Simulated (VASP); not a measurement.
# A point defect in GeAsPbN, part 2 of 5

Aim: the formation energy and local structure of a point defect in GeAsPbN. The cell takes the structure of GeAs from the Materials Project database, with elements swapped. The cell is invented: it takes the structure of a Materials Project entry for GeAs (space group 107 there), with some of its atoms replaced by other elements, volume scaled by an estimate. It may not be a known or stable phase.

VASP 6.6.1, plane waves and PAW; the level of theory is named at each step.

Still holding for the runs below: The k-mesh is coarse for a metal.

So far. Step 2 (Relaxing the host crystal): The run ended after 40 ionic steps, 0.594 eV below its first step, once forces and stress met EDIFFG = -0.02. The relaxed cell has a, b, c = 4.475, 5.077, 6.868 Å (conventional setting).

## (3) Relax the host again, on a new basis

Level of this step: PBE; plane waves and PAW (Pb, As, Ge, N); invented cell (VASP).

The volume changed by more than 5 %, so the plane waves of the start no longer fit; a second relaxation removes that error.

INCAR

```
SYSTEM = GeAsPbN
PREC = Accurate
ENCUT = 520
EDIFF = 1E-06
NELM = 120
ISMEAR = 0
SIGMA = 0.05
LREAL = .FALSE.
ALGO = Normal
GGA = PE
NBANDS = 15
LORBIT = 11
LWAVE = .FALSE.
LCHARG = .FALSE.
KPAR = 4
IBRION = 2
NSW = 30
ISIF = 3
EDIFFG = -0.02
POTIM = 0.4
```

POSCAR

```
GeAsPbN
1.0
    4.4747437434      0.0000000000      0.0000000000
    0.0000000000      2.5384648306      3.4338063478
    0.0000000000     -2.5384648306      3.4338063478
Pb As Ge N
1 1 1 1
Direct
    0.5000000000      0.4121120459      0.4121120459
    0.0000000000      0.6658306880      0.6658306880
    0.0000000000      0.0402121277      0.0402121277
    0.5000000000      0.0538451384      0.0538451384
```

KPOINTS

```
Automatic mesh
0
Gamma
4 5 5
0 0 0
```

PAW data sets: Pb, As, Ge and N (PBE family, release 64).

On the command line:

```console
$ mpirun -np 4 vasp_std
```

Output:

```text
[... set-up lines as in an earlier step ...]
 entering main loop
       N       E                     dE             d eps       ncg     rms          rms(c)
DAV:   1     0.686582449033E+02    0.68658E+02   -0.72916E+03   810   0.101E+03
DAV:   2    -0.143938729711E+02   -0.83052E+02   -0.77798E+02  1083   0.169E+02
DAV:   3    -0.208916033652E+02   -0.64977E+01   -0.64050E+01  1027   0.514E+01
DAV:   4    -0.209741171966E+02   -0.82514E-01   -0.82405E-01   992   0.631E+00
DAV:   5    -0.209753629032E+02   -0.12457E-02   -0.12456E-02  1007   0.706E-01    0.124E+01
DAV:   6    -0.199673661182E+02    0.10080E+01   -0.15258E+01  1044   0.304E+01    0.984E+00
DAV:   7    -0.186764774408E+02    0.12909E+01   -0.64070E+00  1077   0.130E+01    0.549E+00
DAV:   8    -0.186818986170E+02   -0.54212E-02   -0.65484E-01   845   0.499E+00    0.203E+00
DAV:   9    -0.186712620940E+02    0.10637E-01   -0.34507E-02  1138   0.121E+00    0.794E-01
DAV:  10    -0.186709622379E+02    0.29986E-03   -0.82708E-03   985   0.668E-01    0.154E-01
DAV:  11    -0.186709416500E+02    0.20588E-04   -0.37575E-04   978   0.140E-01    0.586E-02
DAV:  12    -0.186709457847E+02   -0.41347E-05   -0.52222E-05  1020   0.431E-02    0.157E-02
DAV:  13    -0.186709456189E+02    0.16579E-06   -0.75475E-06   929   0.190E-02
   1 F= -.18670946E+02 E0= -.18669856E+02  d E =-.186709E+02
 curvature:   0.00 expect dE= 0.000E+00 dE for cont linesearch  0.000E+00
 trial: gam= 0.00000 g(F)=  0.142E-04 g(S)=  0.253E-03 ort = 0.000E+00 (trialstep = 0.100E+01)
 search vector abs. value=  0.268E-03
 bond charge predicted
       N       E                     dE             d eps       ncg     rms          rms(c)
DAV:   1    -0.186713265922E+02   -0.38081E-03   -0.75403E-03   866   0.577E-01    0.123E-01
DAV:   2    -0.186712093454E+02    0.11725E-03   -0.12617E-03  1066   0.226E-01    0.627E-02
DAV:   3    -0.186711254411E+02    0.83904E-04   -0.35675E-04  1094   0.116E-01    0.279E-02
DAV:   4    -0.186711088478E+02    0.16593E-04   -0.57369E-05   859   0.455E-02    0.114E-02
DAV:   5    -0.186711073240E+02    0.15238E-05   -0.40919E-06  1027   0.128E-02    0.859E-03
DAV:   6    -0.186711071997E+02    0.12435E-06   -0.65291E-07   454   0.533E-03
   2 F= -.18671107E+02 E0= -.18670037E+02  d E =-.161581E-03
 trial-energy change:   -0.000162  1 .order   -0.000170   -0.000268   -0.000072
 step:   1.6435(harm=  1.3701)  dis= 0.00084  next Energy=   -18.671128 (dE=-0.183E-03)
 reached required accuracy - stopping structural energy minimisation
```

Elapsed: 26 s, on 4 MPI ranks of Intel Xeon Platinum 8488C (Sapphire Rapids), shared host; peak memory 0.86 GiB; 73 s of CPU time.

From OUTCAR (step 3):

```text
  LATTYP: Found a base centered orthorhombic cell.
 ALAT       =     5.0769296612
 B/A-ratio  =     1.3527098372
 C/A-ratio  =     0.8813877761

The static configuration has the point symmetry C_2v.

 Found     27 irreducible k-points:

   dimension x,y,z NGX =    36 NGY =   32 NGZ =   32
   dimension x,y,z NGXF=    72 NGYF=   64 NGZF=   64

   ENCUT  =  520.0 eV  38.22 Ry    6.18 a.u.   8.32  7.94  7.94*2*pi/ulx,y,z

   NELECT =      18.0000    total number of electrons

 E-fermi :   4.7656

 k-point     1 :       0.0000    0.0000    0.0000
  band No.  band energies     occupation
    ...
      6       0.8927      2.00000
      7       2.4480      2.00000
      8       3.5878      2.00000
      9       3.6631      2.00000
     10       3.8808      2.00000
     11       6.1931      0.00000
     12       7.5307      0.00000
     13       9.0770      0.00000
     14       9.9989      0.00000
     15      10.7215      0.00000

 k-point     2 :       0.2500    0.0000    0.0000
  band No.  band energies     occupation
    ...
      6       1.5172      2.00000
      7       2.8447      2.00000
      8       3.3236      2.00000
      9       3.4484      2.00000
     10       4.7690      0.92391
     11       6.2680      0.00000
     12       7.2330      0.00000
     13       8.7344      0.00000
     14       9.3808      0.00000
     15       9.6831      0.00000

  Total       -0.0572640     -0.0247155      0.0568691      0.0000000      0.0000000      0.0000000
  in kB       -1.1738306     -0.5066331      1.1657361      0.0000000      0.0000000      0.0000000
  external PRESSURE =      -0.1715759 kB  Pullay stress =       0.0000000 kB

  energy-cutoff  :      520.00
  volume of cell :       78.16
      direct lattice vectors                 reciprocal lattice vectors
     4.475195292  0.000000000  0.000000000     0.223453935  0.000000000  0.000000000
     0.000000000  2.539248243  3.439058999     0.000000000  0.196908672  0.145388608
     0.000000000 -2.539248243  3.439058999     0.000000000 -0.196908672  0.145388608

 POSITION                                       TOTAL-FORCE (eV/Angst)
 -----------------------------------------------------------------------------------
      2.23760      0.00000      2.83459         0.000000      0.000000      0.000436
      0.00000      0.00000      4.57912         0.000000      0.000000     -0.002022
      0.00000      0.00000      0.27709         0.000000      0.000000     -0.004537
      2.23760      0.00000      0.37034         0.000000      0.000000      0.006124
 -----------------------------------------------------------------------------------
    total drift:                                0.000000      0.000000     -0.000272

  FREE ENERGIE OF THE ION-ELECTRON SYSTEM (eV)
  ---------------------------------------------------
  free  energy   TOTEN  =       -18.6711071997 eV

  energy  without entropy=      -18.6689658092  energy(sigma->0) =      -18.67003650

 total charge
# of ion       s       p       d       tot
------------------------------------------
    1        1.724   1.250   0.161   3.135
    2        1.276   1.437   0.034   2.747
    3        1.206   0.896   0.095   2.197
    4        1.314   2.178   0.000   3.492
--------------------------------------------------
tot          5.520   5.761   0.290  11.570

[... 3 parts as in an earlier step ...]

[... 7 further parts left out ...]
```

CONTCAR:

```
GeAsPbN
   1.00000000000000
     4.4751952917518736    0.0000000000000000    0.0000000000000000
     0.0000000000000000    2.5392482426323588    3.4390589986856335
     0.0000000000000000   -2.5392482426323588    3.4390589986856335
  Pb              As              Ge              N
     1     1     1     1
Direct
     0.5000000000000000    0.4121177201945466    0.4121177201945466
     0.0000000000000000    0.6657524649817429    0.6657524649817429
     0.0000000000000000    0.0402862859790414    0.0402862859790414
     0.5000000000000000    0.0538435288446733    0.0538435288446733
```

Relaxation path:

| step | energy less that of the first step (eV) | largest force (eV/Å) | pressure (GPa) | volume (Å³) |
| --- | --- | --- | --- | --- |
| 1 | 0.0000 | 0.0139 | 0.14 | 78.01 |
| 2 | -0.0002 | 0.0061 | -0.02 | 78.16 |

```
conventional cell, symmetrised  before  after  change
                         a (Å)   4.475  4.475  +0.0 %
                         b (Å)   5.077  5.078  +0.0 %
                         c (Å)   6.868  6.878  +0.2 %
              volume (Å³/atom)   19.50  19.54  +0.2 %
```

The relaxed structure:

```cif
data_structure
_symmetry_space_group_name_H-M 'P 1'
_symmetry_Int_Tables_number 1
_cell_length_a 4.4752
_cell_length_b 4.2749
_cell_length_c 4.2749
_cell_angle_alpha 72.881
_cell_angle_beta 90.000
_cell_angle_gamma 90.000
_cell_volume 78.16
loop_
_atom_site_label
_atom_site_type_symbol
_atom_site_fract_x
_atom_site_fract_y
_atom_site_fract_z
_atom_site_occupancy
Pb1 Pb 0.50000 0.41212 0.41212 1
As2 As 0.00000 0.66575 0.66575 1
Ge3 Ge 0.00000 0.04029 0.04029 1
N4 N 0.50000 0.05384 0.05384 1
```

This step gave:

| Property | Result |
| --- | --- |
| electronic cycles | 19 |
| Fermi energy | 4.766 eV |

The run ended after 2 ionic steps, 0.000 eV below its first step, once forces and stress met EDIFFG = -0.02.

(Part 2 of 5 ends here.)

[Lines on the potential files, build, host, timing and source positions are cut from VASP's logs without a mark.]

[Logs are printed without paths, hosts, clocks, repeated set-up lines and the standing remarks that a program may print on its own settings, such as how far it seeks lower states.]

[Hosts, paths, dates, database ids (printed as entryN), source tags and the programs' standing remarks are cut or masked in the printed files.]

[In band tables of VASP the shares of atoms and orbitals are scaled to a sum of 1 inside the atoms' spheres.]

[Runs that stopped without an error message from VASP are left out.]
